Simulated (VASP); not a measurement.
VASP ran on this input.

File POSCAR:
```
MgH2
1.0
  4.5375934899   0.0000000000   0.0000000000
  0.0000000000   4.5375934899   0.0000000000
  0.0000000000   0.0000000000   3.0289272121
Mg H
2 4
direct
  1.0000000000   0.0000000000   0.0000000000
  0.5000000000   0.5000000000   0.5000000000
  0.3042285126   0.3042285126   1.0000000000
  0.8042285126   0.1957714874   0.5000000000
  0.1957714874   0.8042285126   0.5000000000
  0.6957714874   0.6957714874   0.0000000000
```

**KPOINTS**
```
kpoints
0
G
6 6 8
0 0 0
```

INCAR:
```
! general
SYSTEM = MgH2
PREC   = Accurate
ENCUT  = 520   ! plane-wave cut-off (eV)
LREAL  = F   ! projection in real space or not
LASPH  = T

! electronic loop
EDIFF  = 1E-7
NELM   = 100   ! most electronic steps
ALGO   = Normal   ! blocked Davidson

! smearing
ISMEAR = -5   ! tetrahedra, Bloechl

! functional
GGA    = RE

! ions
ISIF   = 2

! output
LWAVE  = F
LCHARG = T
LORBIT = 11   ! lm-projected
NEDOS  = 601   ! DOS grid

! other
LEFG   = T
```

POTCAR, in this order: Mg H (PBE.64 set). Program: vasp_std.

Problem. Translate this revPBE calculation to Quantum ESPRESSO's pw.x.

Solution. One equivalent input (not run):
```
&CONTROL
  calculation = 'scf'
  pseudo_dir = './pseudo'
  outdir = './out'
  tprnfor = .true.
  tstress = .true.
/
&SYSTEM
  ibrav = 0
  nat = 6
  ntyp = 2
  ecutwfc = 84
  occupations = 'tetrahedra'
  input_dft = 'revpbe'
/
&ELECTRONS
  conv_thr = 7.3e-09
  electron_maxstep = 100
/
ATOMIC_SPECIES
  Mg 24.305 Mg.upf
  H 1.008 H.upf
CELL_PARAMETERS angstrom
     4.5375935    0.0000000    0.0000000
     0.0000000    4.5375935    0.0000000
     0.0000000    0.0000000    3.0289272
ATOMIC_POSITIONS crystal
  Mg   1.0000000  0.0000000  0.0000000
  Mg   0.5000000  0.5000000  0.5000000
  H    0.3042285  0.3042285  1.0000000
  H    0.8042285  0.1957715  0.5000000
  H    0.1957715  0.8042285  0.5000000
  H    0.6957715  0.6957715  0.0000000
K_POINTS automatic
  6 6 8 0 0 0
```
What does not carry over: the potentials are each code's own (VASP's PAW set, PseudoDojo norm-conserving files in pw.x), so ENCUT and ecutwfc are chosen apart and not converted; conv_thr bounds pw.x's estimated SCF error, while EDIFF bounds the energy change between steps; the field gradients of LEFG aren't asked of the other code.

The compound is MgH2 in the rutile structure. It was relaxed first.
